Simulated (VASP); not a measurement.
VASP runs on Ag2O (space group Pn-3m) share one base input (PBE GGA, plane waves, VASP's PBE PAW potentials (set 64)) and change the settings named in each case.

KPOINTS:
```
Automatic mesh
0
Gamma
7 7 7
0 0 0
```

File POSCAR:
```
Ag2O
1.0
  4.8500210000   0.0000000000   0.0000000000
  0.0000000000   4.8500210000   0.0000000000
  0.0000000000   0.0000000000   4.8500210000
Ag O
4 2
Cartesian
  1.2125052500   1.2125052500   3.6375157500
  1.2125052500   3.6375157500   1.2125052500
  3.6375157500   3.6375157500   3.6375157500
  3.6375157500   1.2125052500   1.2125052500
  0.0000000000   0.0000000000   0.0000000000
  2.4250105000   2.4250105000   2.4250105000
```

**INCAR**
```
# general
SYSTEM =Ag2O
PREC   =Accurate
ENCUT  =400   # plane-wave cut-off (eV)
LREAL  =F
LASPH  =T

# electronic loop
EDIFF  =1E-6   # SCF stop (eV)
NELM   =100
ALGO   =Normal   # blocked Davidson
LMAXMIX=4   # l cut-off of mixed one-centre charges

# smearing
ISMEAR =0   # Gaussian
SIGMA  =0.136   # width (eV)

# functional
GGA    =PE

# ions
ISIF   =2

# output
LWAVE  =F
LCHARG =F
```

POTCAR, in this order: Ag O (PBE.64 set). Program: vasp_std.

```tsv
change	E(σ→0) (eV/atom)	pressure (GPa)	−TS (eV)
base run	-3.5786	-3.72	-0.0028
EDIFF = 1E-09, ENCUT = 560, KPOINTS 10×10×10 Γ-centred mesh	-3.5746	(withheld)	(withheld)
ENCUT = 240, SIGMA = 0.5, KPOINTS 3×3×3 Γ-centred mesh	-3.6615	-38.96	-0.0752
ENCUT = 200, KPOINTS 4×4×4 Γ-centred mesh shifted by (0.5, 0.5, 0.5)	-3.5989	-87.97	-0.0009
ENCUT = 280, KPOINTS 4×4×4 Γ-centred mesh shifted by (0.5, 0.5, 0.5)	-3.6208	-20.09	-0.0002
ENCUT = 200, ISMEAR = -1, SIGMA = 0.2, KPOINTS 8×8×8 Γ-centred mesh	-3.6118	-87.36	-0.1144
ENCUT = 200, KPOINTS 2×2×2 Γ-centred mesh shifted by (0.5, 0.5, 0.5)	-3.7256	-85.96	0.0000
```

Question: Some entries are withheld; supply them.

Answer: 
- EDIFF = 1E-09, ENCUT = 560, KPOINTS 10×10×10 Γ-centred mesh, pressure (GPa): -1.66
- EDIFF = 1E-09, ENCUT = 560, KPOINTS 10×10×10 Γ-centred mesh, −TS (eV): -0.0030

Energies of different potentials or functionals have different zeros.  At 400 eV the pressure can carry a Pulay error.

Left out are runs that ran out of time, are held back, or changed the cell or the kind of run, fixed moments of cells without a moment, rows past the twelfth, gaps on odd meshes, pressures of charged cells and columns that move by less than the noise.

The structure comes from a computed database's Ag2O entry; how it stands against other phases isn't given here. The cell was not relaxed at this level, its lattice was scaled by up to 2.5 %.
